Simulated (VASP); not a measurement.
Crystal: BiAs.

```
Bi As
1.0
     1.99010    1.14898    3.27887
    -1.99010    1.14898    3.27887
     0.00000   -2.29797    3.27887
Bi As
1 1
Direct
  0.50000 0.50000 0.50000
  0.00000 0.00000 0.00000
```

The cell was built by a generator and needn't be a form met in nature.

| Property | Result |
| --- | --- |
| Program | VASP 6.6.1 |
| Task | relaxation of cell and atoms |
| Functional | PBE |
| Potentials or basis | VASP PAW PBE potentials, release 64 (Bi_d, As) |
| Cutoff | 600 eV |
| k mesh | 6 × 6 × 6 |
| Occupations | gaussian, width 0.1 eV |
| Spin | no spin polarisation |

At the start: pressure 19.3 GPa; volume 22.49 Å³/atom.

**Question.** How do energy, volume and symmetry change on relaxing?

**Answer.** Over 3 steps the energy falls by 250.2 meV/atom and the volume is 27.56 Å³/atom (+22.5 %); space group Fm-3m (No. 225, to 0.05 Å).

The path:
```tsv
step	energy change (eV)	largest force (eV/Å)	pressure (GPa)	volume (Å³)
1	0.0000	0.0000	19.30	44.98
2	-0.2423	0.0000	-7.11	65.03
3	-0.5005	0.0000	-0.09	55.12
```

Final structure:
```xyz
2
Lattice="2.1305 1.2301 3.5052 -2.1305 1.2301 3.5052 0.0000 -2.4601 3.5052" Properties=species:S:1:pos:R:3 pbc="T T T"
Bi    0.0000    0.0000    5.2579
As    0.0000    0.0000    0.0000
```

Caveat: the volume moved by over 15 % at a fixed basis, so the end points are rough.
